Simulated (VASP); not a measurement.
Mo, 1 atom in the cell. The structure is cubic, space group Im-3m (No. 229). Conventional cell: a = 3.212 Å, b = 3.212 Å, c = 3.212 Å, α = 90.00°, β = 90.00°, γ = 90.00°. Mo (site symmetry m-3m) has 8 Mo at 2.78 Å as nearest neighbours.  The cell isn't the ideal one: a relaxed cell with its volume scaled by 1.06.

```yaml
Program: VASP 6.6.1
Task: relaxation of the atoms
Functional: PBE
Potentials_or_basis: VASP PAW PBE potentials, release 64 (Mo)
Cutoff: 300 eV
k_mesh: 8 × 8 × 8
Occupations: methfessel-paxton, width 0.1 eV
Spin: no spin polarisation
Further_INCAR_settings: ALGO = Normal; EDIFF = 1e-07; IBRION = 2; EDIFFG = -0.01; NSW = 40
```

Potentials or basis: VASP PAW PBE potentials, release 64 (Mo).

Run with:

```bash
$ cat potpaw_PBE.64/Mo/POTCAR > POTCAR
$ mpirun -np 1 vasp_std > vasp.out
```

Hardware: 1 thread of Intel(R) Xeon(R) Platinum 8488C (Sapphire Rapids), with other jobs on the host.

Question: Estimate the wall time of this run.

Answer: Wall time 3.8 s on 1 thread of Intel(R) Xeon(R) Platinum 8488C (Sapphire Rapids), with other jobs on the host, peak memory 0.11 GiB. Counts: scf iterations 12, k points 29, ion steps 1.
